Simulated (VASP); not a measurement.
# AlCo in VASP: the effect of functional

Slab: AlCo, a slab with vacuum.

```
Co Al
1.0
     2.81940    0.00000    0.00000
     0.00000    2.81940    0.00000
     0.00000    0.00000   24.86791
Co Al
4 4
Direct
  0.50000 0.50000 0.30159
  0.50000 0.50000 0.41497
  0.50000 0.50000 0.52834
  0.50000 0.50000 0.64172
  0.00000 0.00000 0.35828
  0.00000 0.00000 0.47166
  0.00000 0.00000 0.58503
  0.00000 0.00000 0.69841
```

Alike in all runs:

- Program: VASP 6.6.1
- Task: work function
- Potentials or basis: VASP PAW PBE potentials, release 64 (Co, Al)
- Cutoff: 520 eV
- k mesh: 7 × 7 × 1
- Occupations: fermi-dirac, width 0.05 eV
- Spin: collinear spin, ferromagnetic start
- Starting moments: [2.0, 2.0, 2.0, 2.0, 0.0, 0.0, 0.0, 0.0] μB

| functional | moment (μB) | largest force (eV/Å) | work function (eV) |
| --- | --- | --- | --- |
| PBE | 2.05 | 0.68 | 3.91 |
| PBEsol | ? | ? | ? |
| RPBE | 2.18 | 0.70 | 3.82 |
| revPBE | 2.16 | 0.70 | 3.82 |

What does the run with functional PBEsol give?

Moment 1.87 μB; largest force 0.63 eV/Å; work function 4.02 eV.

Caveats: the PAW data sets were made with another functional, which shifts forces and pressure a little (some runs).
